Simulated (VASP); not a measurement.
Energy against volume of InAs (zinc blende). Computed with PBE GGA with D3 dispersion (Becke-Johnson damping), VASP's PBE PAW potentials (set 64) (plane waves; VASP). Run with 520 eV cut-off, 10×10×10 Γ-centred mesh, first-order Methfessel-Paxton smearing of 0.10 eV, potentials In_d As.

| V (Å³/atom) | E (eV/atom) |
|---|---|
| 26.857 | -4.14518 |
| 27.714 | -4.16010 |
| 28.571 | -4.16471 |
| 29.428 | -4.16065 |

### Question
Fit these four points and predict the energy of the run at 30.285 Å³/atom.

### Answer
A cubic in V^(−2/3), the third-order Birch-Murnaghan form, passes through the four points with V0 = 28.57 Å³/atom and B0 = 54 GPa, and gives -4.1493 eV/atom there. The run gave -4.1493 eV/atom, +0.0 meV/atom from the fit; all five points give B0 = 54 GPa.

The compound is InAs in the zinc blende structure. It was relaxed first.
